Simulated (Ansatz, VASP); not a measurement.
## LiLuSe2 (CuAu-ordered zincblende type (invented)) in two plane-wave programs

One calculation is typed for both programs; each brings its own data sets. How far apart do they land? The cell is generated by rule, not measured, and may not be a known phase. The cell is taken from a series of runs on this material, whose earlier steps may have relaxed, scaled, displaced or heated it; both programs get it as it stands.

Main program and level: Ansatz 0.2.0; plane waves, with VASP 6.6.1 beside it; relaxation of cell and atoms at PBE.

### Step 1. Set-up

Symmetry: P-4m2, No. 115, tetragonal system. The conventional cell has a = 4.355 Å, b = 4.355 Å, c = 6.021 Å, α = 90.00°, β = 90.00°, γ = 90.00°. Nearest to Li lie 4 Se at 2.61 Å. Lu has 4 Se at 2.68 Å nearest. Nearest to Se lie 2 Li at 2.61 Å and 2 Lu at 2.68 Å. Farther neighbours and most contacts between anions are not listed.

### Step 2. VASP: relaxation of cell and atoms, PBE

The relaxed volume is the usual yardstick between codes: in a stiff, nearly cubic crystal its relative difference is about their pressure difference at one cell divided by the bulk modulus.

Lines of VASP's logs that name or quote its potential files are left out, and so is its time.

INCAR reads:

```
SYSTEM = LiLuSe2
PREC = Accurate
ENCUT = 750
EDIFF = 1E-07
NELM = 120
ISMEAR = 0
SIGMA = 0.02
LREAL = .FALSE.
ALGO = Normal
GGA = PE
NBANDS = 18
LORBIT = 11
LWAVE = .FALSE.
LCHARG = .FALSE.
ISIF = 3
IBRION = 2
NSW = 80
EDIFFG = -0.005
LASPH = .TRUE.
GGA_COMPAT = .FALSE.
NELMIN = 4
EFERMI = MIDGAP
KPAR = 2
```

POSCAR reads:

```
LiLuSe2
1.0
    4.3548180000      0.0000000000      0.0000000000
    0.0000000000      4.3548180000      0.0000000000
    0.0000000000      0.0000000000      6.0208410000
Li Lu Se
1 1 2
Direct
    0.0000000000      0.0000000000      0.0000000000
    0.5000000000      0.5000000000      0.5000000000
    0.0000000000      0.5000000000      0.2396181862
    0.5000000000      0.0000000000      0.7603818138
```

KPOINTS reads:

```
Automatic mesh
0
Gamma
6 6 4
0 0 0
```

PAW data sets: Li_sv, Lu_3 and Se (PBE family, release 64).

Command:

```
$ mpirun -np 2 vasp_std
```

Numbers of over 12 decimals in the logs are rounded to 6 here.

Output:

```text
[banner, memory and clock lines left out]
running    2 mpi-ranks, on    1 nodes
 distrk:  each k-point on    1 cores,    2 groups
 distr:  one band on    1 cores,    1 groups

 POSCAR found type information on POSCAR LiLuSe
 POSCAR found :  3 types and       4 ions
 LDA part: xc-table for (Slater+PW92), standard interpolation
 POSCAR, INCAR and KPOINTS ok, starting setup
 FFT: planning ... GRIDC
 FFT: planning ... GRID_SOFT
 FFT: planning ... GRID
 WAVECAR not read
 entering main loop
       N       E                     dE             d eps       ncg     rms          rms(c)
DAV:   1     0.139342254557E+03    0.13934E+03   -0.11712E+04  1594   0.165E+03
DAV:   2    -0.612340766862E+01   -0.14547E+03   -0.14041E+03  1878   0.470E+02
DAV:   3    -0.193280545527E+02   -0.13205E+02   -0.13090E+02  1860   0.131E+02
DAV:   4    -0.201659966623E+02   -0.83794E+00   -0.83549E+00  2140   0.174E+01
DAV:   5    -0.202138260047E+02   -0.47829E-01   -0.47795E-01  1564   0.374E+00    0.196E+01
DAV:   6    -0.193435640279E+02    0.87026E+00   -0.23581E+00  2048   0.135E+01    0.134E+01
DAV:   7    -0.193325901552E+02    0.10974E-01   -0.81734E-01  2096   0.917E+00    0.270E+00
DAV:   8    -0.193159101900E+02    0.16680E-01   -0.17658E-01  2072   0.424E+00    0.191E-01
DAV:   9    -0.193165371583E+02   -0.62697E-03   -0.89522E-03  1744   0.747E-01    0.144E-01
DAV:  10    -0.193171444778E+02   -0.60732E-03   -0.63607E-04  1648   0.161E-01    0.722E-02
DAV:  11    -0.193176386921E+02   -0.49421E-03   -0.50253E-04  1376   0.152E-01    0.364E-02
DAV:  12    -0.193176718035E+02   -0.33111E-04   -0.55081E-05  1704   0.432E-02    0.774E-03
DAV:  13    -0.193176785801E+02   -0.67767E-05   -0.15372E-05  1488   0.219E-02    0.297E-03
DAV:  14    -0.193176785223E+02    0.57820E-07   -0.18263E-06  1904   0.112E-02    0.228E-03
DAV:  15    -0.193176786617E+02   -0.13937E-06   -0.15413E-07  1336   0.228E-03    0.192E-03
DAV:  16    -0.193176786585E+02    0.31885E-08   -0.78425E-08   908   0.426E-03
   1 F= -.19317679E+02 E0= -.19317679E+02  d E =-.193177E+02
[...]
2 F= -.19317873E+02 E0= -.19317873E+02  d E =-.194646E-03
[...]
3 F= -.19317882E+02 E0= -.19317882E+02  d E =-.203680E-03
[...]
4 F= -.19317882E+02 E0= -.19317882E+02  d E =-.203672E-03
 curvature:  -0.41 expect dE=-0.307E-05 dE for cont linesearch -0.171E-07
 ZBRENT: accuracy reached
 trial: gam= 0.00602 g(F)=  0.334E-05 g(S)=  0.414E-05 ort = 0.452E-05 (trialstep = 0.962E+00)
 search vector abs. value=  0.755E-05
 bond charge predicted
       N       E                     dE             d eps       ncg     rms          rms(c)
DAV:   1    -0.193178910170E+02   -0.86643E-05   -0.29652E-04  1650   0.187E-01    0.105E-02
DAV:   2    -0.193178898159E+02    0.12011E-05   -0.99178E-06  1694   0.218E-02    0.651E-03
DAV:   3    -0.193178891667E+02    0.64921E-06   -0.12805E-06  1988   0.137E-02    0.325E-03
DAV:   4    -0.193178890240E+02    0.14262E-06   -0.18324E-07  1336   0.740E-03    0.124E-03
DAV:   5    -0.193178889975E+02    0.26504E-07   -0.51952E-08   694   0.415E-03
   5 F= -.19317889E+02 E0= -.19317889E+02  d E =-.666736E-05
 ZBRENT: can't locate minimum, use default step
 trial-energy change:   -0.000007  1 .order   -0.000006   -0.000007   -0.000006
 step:   3.8477(harm=  4.6874)  dis= 0.00113  next Energy=   -19.317900 (dE=-0.176E-04)
 reached required accuracy - stopping structural energy minimisation
```

OUTCAR, selected parts (step 2):

```text
ion  position               nearest neighbor table
   1  0.000  0.000  0.000-   3 2.61   4 2.61   3 2.61   4 2.61
   2  0.500  0.500  0.500-   3 2.68   4 2.68   4 2.68   3 2.68
   3  0.000  0.500  0.240-   1 2.61   1 2.61   2 2.68   2 2.68
   4  0.500  0.000  0.760-   1 2.61   1 2.61   2 2.68   2 2.68

  LATTYP: Found a simple tetragonal cell.
 ALAT       =     4.3548180000
 C/A-ratio  =     1.3825700638

 Subroutine GETGRP returns: Found  8 space group operations
 (whereof  8 operations were pure point group operations)

The static configuration has the point symmetry D_2d.

 Found     30 irreducible k-points:

   k-points           NKPTS =     30   k-points in BZ     NKDIM =     30   number of bands    NBANDS=     18

   dimension x,y,z NGX =    40 NGY =   40 NGZ =   54
   dimension x,y,z NGXF=    80 NGYF=   80 NGZF=  108

   ENCUT  =  750.0 eV  55.12 Ry    7.42 a.u.   9.72  9.72 13.44*2*pi/ulx,y,z

   NELECT =      24.0000    total number of electrons

 k-points in reciprocal lattice and weights: Automatic mesh
   0.00000000  0.00000000  0.00000000       0.007
   0.16666667  0.00000000  0.00000000       0.028
   0.33333333  0.00000000  0.00000000       0.028
   0.50000000  0.00000000  0.00000000       0.014
   0.16666667  0.16666667  0.00000000       0.028
   0.33333333  0.16666667  0.00000000       0.056
   0.50000000  0.16666667  0.00000000       0.028
   0.33333333  0.33333333  0.00000000       0.028
   0.50000000  0.33333333  0.00000000       0.028
[...]
0.50000000  0.33333333  0.50000000       0.028
   0.50000000  0.50000000  0.50000000       0.007

 average (electrostatic) potential at core
       1 -63.3720       2 -34.3697       3 -55.9815       4 -55.9815

 E-fermi :   1.5846

 k-point     1 :       0.0000    0.0000    0.0000
  band No.  band energies     occupation
    ...
      8      -0.8742      2.00000
      9      -0.8742      2.00000
     10      -0.4732      2.00000
     11      -0.1448      2.00000
     12      -0.1448      2.00000
     13       3.2278      0.00000
     14       3.5493      0.00000
     15       4.0178      0.00000
     16       4.7044      0.00000
     17       6.8945      0.00000
    ...

 k-point     2 :       0.1667    0.0000    0.0000
  band No.  band energies     occupation
    ...
      8      -1.1787      2.00000
      9      -0.8390      2.00000
     10      -0.5886      2.00000
     11      -0.4550      2.00000
     12      -0.1446      2.00000
     13       3.6320      0.00000
     14       3.9511      0.00000
     15       4.1817      0.00000
     16       4.6419      0.00000
     17       6.6598      0.00000
    ...

 k-point     3 :       0.3333    0.0000    0.0000
  band No.  band energies     occupation
    ...
      8      -1.5609      2.00000
      9      -1.2425      2.00000
     10      -0.7643      2.00000
     11      -0.4761      2.00000
     12      -0.1506      2.00000
     13       3.9659      0.00000
     14       4.2613      0.00000
     15       4.6583      0.00000
     16       5.2580      0.00000
     17       6.0393      0.00000
    ...

  Total        0.0086209      0.0086209     -0.0103975      0.0000000      0.0000000      0.0000000
  in kB        0.1213167      0.1213167     -0.1463174      0.0000000      0.0000000      0.0000000
  external PRESSURE =       0.0321053 kB  Pullay stress =       0.0000000 kB

  energy-cutoff  :      750.00
  volume of cell :      113.85
      direct lattice vectors                 reciprocal lattice vectors
     4.351338016  0.000000000  0.000000000     0.229814369  0.000000000  0.000000000
     0.000000000  4.351338016  0.000000000     0.000000000  0.229814369  0.000000000
    -0.000000000  0.000000000  6.013099730    -0.000000000  0.000000000  0.166303578

 POSITION                                       TOTAL-FORCE (eV/Angst)
 -----------------------------------------------------------------------------------
     -0.00000      4.35134      6.01310         0.000000      0.000000      0.000000
      2.17567      2.17567      3.00655         0.000000     -0.000000      0.000000
     -0.00000      2.17567      1.44238        -0.000000      0.000000      0.004257
      2.17567      4.35134      4.57072         0.000000      0.000000     -0.004257
 -----------------------------------------------------------------------------------
    total drift:                                0.000000      0.000000     -0.000000

  FREE ENERGIE OF THE ION-ELECTRON SYSTEM (eV)
  ---------------------------------------------------
  free  energy   TOTEN  =       -19.3178889975 eV

  energy  without entropy=      -19.3178889975  energy(sigma->0) =      -19.31788900

 reached required accuracy - stopping structural energy minimisation

 total charge
# of ion       s       p       d       tot
------------------------------------------
    1        2.015   0.045   0.000   2.060
    2        0.399   6.522   0.951   7.872
    3        1.435   2.491   0.008   3.934
    4        1.435   2.491   0.008   3.934
--------------------------------------------------
tot          5.283  11.549   0.967  17.799

[... 3 further parts left out ...]
```

CONTCAR:

```
LiLuSe2
   1.00000000000000
     4.3513380161874009    0.0000000000000000    0.0000000000000000
     0.0000000000000000    4.3513380161874009    0.0000000000000000
    -0.0000000000000000    0.0000000000000000    6.0130997300155933
  Li              Lu              Se
     1     1     2
Direct
     0.0000000000000000    1.0000000000000000    1.0000000000000000
     0.5000000000000000    0.5000000000000000    0.5000000000000000
     0.0000000000000000    0.5000000000000000    0.2398730687686515
     0.5000000000000000    1.0000000000000000    0.7601269312313486
```

The data set Lu_3 holds the 4f electrons frozen in the core, so no f bands or f moments appear. The run keeps the 8 symmetry operations of its start, so it cannot find a distortion of lower symmetry.

[end of part 1 of 2]

[Lines on the potential files, build, host, timing and source positions are cut from VASP's logs without a mark.]

[Logs are printed without paths, hosts, clocks, repeated set-up lines and the standing remarks that a program may print on its own settings, such as how far it seeks lower states.]

[Hosts, paths, dates, database ids (printed as entryN), source tags and the programs' standing remarks are cut or masked in the printed files.]
